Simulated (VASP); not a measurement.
These are PBEsol GGA, VASP's PBE PAW potentials (set 64) (plane waves; VASP) values and carry that method's errors.

A VASP calculation is set up with these files.

### KPOINTS
```
k-points along high-symmetry lines
12
Line-mode
Reciprocal
  0.000000   0.000000   0.000000 ! GAMMA
  0.000000   0.000000  -0.500000 ! T

  0.000000   0.000000  -0.500000 ! T
 -0.328125   0.328125  -0.500000 ! H_2

 -0.343750   0.328125  -0.187500 ! H_0
  0.000000   0.500000   0.500000 ! L

  0.000000   0.500000   0.500000 ! L
  0.000000   0.000000   0.000000 ! GAMMA

  0.000000   0.000000   0.000000 ! GAMMA
 -0.335938   0.335938   0.000000 ! S_0

 -0.335937   0.328125  -0.343750 ! S_2
 -0.500000   0.000000  -1.000000 ! F

 -0.500000   0.000000  -1.000000 ! F
  0.000000   0.000000   0.000000 ! GAMMA
```

### INCAR
```
ALGO  =  Normal
EDIFF  =  1E-7
ENCUT  =  400
GGA  =  PS
ICHARG  =  11
ISMEAR  =  0
LASPH  =  .TRUE.
LCHARG  =  .FALSE.
LMAXMIX  =  4
LORBIT  =  11
LREAL  =  .FALSE.
LWAVE  =  .FALSE.
NELM  =  100
PREC  =  Accurate
SIGMA  =  0.05
SYSTEM  =  Be3ZnSe4
```

POSCAR:
```
Be3ZnSe4
1
    0.0000000000     2.6290311562     2.6290311562
    2.6290311562     0.0000000000     2.6290311562
   10.5471040139    10.5471040139    -0.0309793889
Zn Se Be
1 4 3
Direct
  0.0044341882   0.0044341882   0.9966743588
  0.2285800556   0.2285800556   0.0785649583
  0.2431530580   0.2431530580   0.3176352065
  0.2554961943   0.2554961943   0.5583778542
  0.2688782007   0.2688782007   0.7983413495
  0.9869778732   0.9869778732   0.2597665951
  0.0002029055   0.0002029055   0.4998478209
  0.0122775245   0.0122775245   0.7407918566
```

POTCAR, in this order: Zn Se Be (PBE.64 set). Program: vasp_std. Read from the step before: CHGCAR.

Output of the run:

File OUTCAR:
```
 ion  position               nearest neighbor table
   1  0.004  0.004  0.997-   2 2.37   2 2.37   2 2.37   5 2.42
   2  0.229  0.229  0.079-   6 2.21   1 2.37   1 2.37   1 2.37
   3  0.243  0.243  0.318-   7 2.22   6 2.26   6 2.26   6 2.26
   4  0.255  0.255  0.558-   8 2.22   7 2.26   7 2.26   7 2.26
   5  0.269  0.269  0.798-   8 2.26   8 2.26   8 2.26   1 2.42
   6  0.987  0.987  0.260-   2 2.21   3 2.26   3 2.26   3 2.26
   7  0.000  0.000  0.500-   3 2.22   4 2.26   4 2.26   4 2.26
   8  0.012  0.012  0.741-   4 2.22   5 2.26   5 2.26   5 2.26
  LATTYP: Found a trigonal (rhomboedric) cell.
 ALAT       =    12.3840913142
 COS(alpha) =     0.9549325304
 Subroutine PRICEL returns:
 Original cell was already a primitive cell.
 Subroutine GETGRP returns: Found  6 space group operations
The static configuration has the point symmetry C_3v.
The dynamic configuration has the point symmetry C_3v.
 Subroutine INISYM returns: Found  6 space group operations
   k-points           NKPTS =     84   k-points in BZ     NKDIM =     84   number of bands    NBANDS=     26
   number of dos      NEDOS =    301   number of ions     NIONS =      8
   total plane-waves  NPLWV =  56448
   dimension x,y,z NGX =    24 NGY =   24 NGZ =   98
   dimension x,y,z NGXF=    48 NGYF=   48 NGZF=  196
   ions per type =               1   4   3
   PREC   = accura    normal or accurate (medium, high low for compatibility)
   ISTART =      0    job   : 0-new  1-cont  2-samecut
   ICHARG =     11    charge: 1-file 2-atom 10-const
   ISPIN  =      1    spin polarized calculation?
   LNONCOLLINEAR =      F non collinear calculations
   LSORBIT =      F    spin-orbit coupling
   INIWAV =      1    electr: 0-lowe 1-rand  2-diag
   ENCUT  =  400.0 eV  29.40 Ry    5.42 a.u.   6.06  6.06 24.32*2*pi/ulx,y,z
   NELM   =    100;   NELMIN=  2; NELMDL= -5     # of ELM steps
   EDIFF  = 0.1E-06   stopping-criterion for ELM
   LREAL  =      F    real-space projection
   NLSPLINE    = F    spline interpolate recip. space projectors
   LMAXMIX     =    4 max onsite mixed and CHGCAR
   VOSKOWN=      0    Vosko Wilk Nusair interpolation
   EDIFFG = 0.1E-05   stopping-criterion for IOM
   NSW    =      0    number of steps for IOM
   NBLOCK =      1;   KBLOCK =      1    inner block; outer block
   IBRION =     -1    ionic relax: 0-MD 1-quasi-New 2-CG
   NFREE  =      0    steps in history (QN), initial steepest desc. (CG)
   ISIF   =      2    stress and relaxation
   ISYM   =      2    0-nonsym 1-usesym 2-fastsym
   TEIN   =    0.0    initial temperature
   TEBEG  =    0.0;   TEEND  =   0.0 temperature during run
   SMASS  =  -3.00    Nose mass-parameter (am)
   PSTRESS=    0.0 pullay stress
   NELECT =      42.0000    total number of electrons
   EFERMI =   0.00;   METHOD = LEGACY
   ISMEAR =     0;   SIGMA  =   0.05  broadening in eV -4-tet -1-fermi 0-gaus
   IALGO  =     38    algorithm
   LDIAG  =      T    sub-space diagonalisation (order eigenvalues)
   IMIX   =      4    mixing-type and parameters
     AMIX     =   0.40;   BMIX     =  1.00
     AMIX_MAG =   1.60;   BMIX_MAG =  1.00
     AMIN     =   0.10
   GGA     = PS    functional components
   VOSKOWN =     0    Vosko Wilk Nusair interpolation
   LHFCALC =     F    Hartree Fock is set to
   LHFONE  =     F    Hartree Fock one center treatment
   AEXX    =    0.0000 exact exchange contribution
   IVDW    =     0    specifies the selected vdW correction
   LEPSILON=     F    determine dielectric tensor
   LRPA    =     F    only Hartree local field effects (RPA)
  energy-cutoff  :      400.00
  volume of cell :      146.01
      direct lattice vectors                 reciprocal lattice vectors
     0.000000000  2.629031156  2.629031156    -0.189905230  0.190463028  0.189905230
     2.629031156  0.000000000  2.629031156     0.190463028 -0.189905230  0.189905230
    10.547104014 10.547104014 -0.030979389     0.047336858  0.047336858 -0.047336858
 k-point     1 :   0.0000 0.0000 0.0000  plane waves:    2595
 k-point     2 :   0.0000 0.0000-0.0455  plane waves:    2595
 k-point     3 :   0.0000 0.0000-0.0909  plane waves:    2598
...
```

File OSZICAR:
```
       N       E                     dE             d eps       ncg     rms          rms(c)
DAV:   1     0.229027531292E+03    0.22903E+03   -0.15863E+04  4368   0.125E+03
DAV:   2    -0.517212529330E+01   -0.23420E+03   -0.22815E+03  5176   0.276E+02
DAV:   3    -0.289561580459E+02   -0.23784E+02   -0.23127E+02  5192   0.931E+01
DAV:   4    -0.295244502635E+02   -0.56829E+00   -0.56665E+00  5710   0.146E+01
DAV:   5    -0.295325430607E+02   -0.80928E-02   -0.80805E-02  5696   0.144E+00
DAV:   6    -0.295327252736E+02   -0.18221E-03   -0.18216E-03  5784   0.176E-01
DAV:   7    -0.295327313744E+02   -0.61008E-05   -0.61001E-05  5720   0.245E-02
DAV:   8    -0.295327315877E+02   -0.21326E-06   -0.21329E-06  4912   0.364E-03
DAV:   9    -0.295327315961E+02   -0.84115E-08   -0.84395E-08  4314   0.769E-04
   1 F= -.29532732E+02 E0= -.29532732E+02  d E =-.794402E-13
```

OUTCAR:
```
 val. band max:        3.2677861012   @ k =   0.0000   0.0000   0.0000

 cond. band min:       5.2993831339   @ k =  -0.5000   0.0000  -1.0000



 k-point     1 :       0.0000    0.0000    0.0000
  band No.  band energies     occupation
      1     -10.8924      2.00000
      2     -10.4254      2.00000
      3     -10.2891      2.00000
      4      -9.6363      2.00000
      5      -3.6022      2.00000
      6      -3.6022      2.00000
      7      -3.5940      2.00000
      8      -3.2506      2.00000
      9      -3.2506      2.00000
     10      -2.8789      2.00000
     11      -0.7002      2.00000
     12      -0.4188      2.00000
     13       1.5974      2.00000
     14       1.5974      2.00000
     15       1.9691      2.00000
     16       1.9691      2.00000
     17       2.3316      2.00000
     18       2.3316      2.00000
     19       2.7754      2.00000
     20       3.2677      2.00000
     21       3.2678      2.00000
     22       6.0308      0.00000
     23       6.6427      0.00000
     24       6.7976      0.00000
     25       6.9033      0.00000
     26       7.7706      0.00000

 k-point     2 :       0.0000    0.0000   -0.0455
  band No.  band energies     occupation
      1     -10.8912      2.00000
      2     -10.4364      2.00000
      3     -10.2774      2.00000
      4      -9.6382      2.00000
      5      -3.6022      2.00000
      6      -3.6022      2.00000
      7      -3.5952      2.00000
      8      -3.2506      2.00000
      9      -3.2506      2.00000
     10      -2.8724      2.00000
     11      -0.7794      2.00000
     12      -0.3359      2.00000
     13       1.5978      2.00000
     14       1.5978      2.00000
     15       1.9675      2.00000
     16       1.9675      2.00000
     17       2.3332      2.00000
     18       2.3332      2.00000
     19       2.7600      2.00000
     20       3.2671      2.00000
     21       3.2672      2.00000
     22       6.0421      0.00000
     23       6.6430      0.00000
...
```

The density is held fixed in this step, so its total energy and stress have no physical meaning.

The structure was generated: Be3ZnSe4 was put into an ordered model structure (R3m), which need not be its known phase. It was relaxed first.
